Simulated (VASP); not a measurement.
Crystal: CsSrF3.

```
CELL_PARAMETERS angstrom
4.76325 0.00000 0.00000
0.00000 4.76325 0.00000
0.00000 0.00000 4.76325
ATOMIC_POSITIONS crystal
Cs 0.00000 0.00000 0.00000
Sr 0.50000 0.50000 0.50000
F 0.00000 0.50000 0.50000
F 0.50000 0.00000 0.50000
F 0.50000 0.50000 0.00000
```

The cell comes from a database or a generator and needn't be the stable form of this composition.

* Program: VASP 6.6.1
* Task: relaxation of cell and atoms
* Functional: LDA
* Potentials or basis: VASP PAW LDA potentials, release 64 (Cs_sv, Sr_sv, F)
* Cutoff: 600 eV
* k mesh: 6 × 6 × 6
* Occupations: gaussian, width 0.02 eV
* Spin: no spin polarisation

At the start: pressure -3.1 GPa; volume 21.61 Å³/atom.

Where does the relaxation end?

Over 3 steps the energy falls by 14.7 meV/atom and the volume is 20.19 Å³/atom (-6.6 %); space group Pm-3m (No. 221, to 0.05 Å).

The path:
```
step  energy change (eV)  largest force (eV/Å)  pressure (GPa)  volume (Å³)
   1              0.0000                0.0000           -3.06       108.07
   2             -0.0723                0.0000           -0.42       101.74
   3             -0.0734                0.0000           -0.03       100.97
```

Final structure:
```
Cs Sr F
1.0
     4.65655    0.00000    0.00000
     0.00000    4.65655    0.00000
     0.00000    0.00000    4.65655
Cs Sr F
1 1 3
Direct
  0.00000 0.00000 0.00000
  0.50000 0.50000 0.50000
  0.00000 0.50000 0.50000
  0.50000 0.00000 0.50000
  0.50000 0.50000 0.00000
```
